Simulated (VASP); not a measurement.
LiBe2, 3 atoms in the cell. It takes space group P-3m1 (No. 164, trigonal). The conventional cell has a = 3.844 Å, b = 3.844 Å, c = 2.199 Å, α = 90.00°, β = 90.00°, γ = 120.00°. Li (site symmetry -3m) is surrounded by 2 Li at 2.20 Å and 6 Be at 2.31 Å. Around Be (site symmetry 3m) lie 5 Be at 2.20 to 2.40 Å and 3 Li at 2.31 Å. The cell was built by a generator and needn't be a form met in nature.

| Quantity | Value |
| --- | --- |
| Program | VASP 6.6.1 |
| Task | single point |
| Functional | PBE |
| Potentials or basis | VASP PAW PBE potentials, release 64 (Li_sv, Be) |
| Cutoff | 520 eV |
| k mesh | 8 × 8 × 12 |
| Occupations | fermi-dirac, width 0.05 eV |
| Spin | no spin polarisation |
| Further INCAR settings | ALGO = Normal; EDIFF = 1e-07; NBANDS = 10 |

Potentials or basis: VASP PAW PBE potentials, release 64 (Li_sv, Be).

Run with:

```console
$ cat potpaw_PBE.64/Li_sv/POTCAR potpaw_PBE.64/Be/POTCAR > POTCAR
$ mpirun -np 1 vasp_std > vasp.out
```

Hardware: 1 thread of Intel(R) Xeon(R) Platinum 8488C (Sapphire Rapids), on a shared host.

Task: Estimate the wall time of this run.

Result: It took 25 s on 1 thread of Intel(R) Xeon(R) Platinum 8488C (Sapphire Rapids), on a shared host, peak memory 0.18 GiB. Counts: scf iterations 11, k points 222.
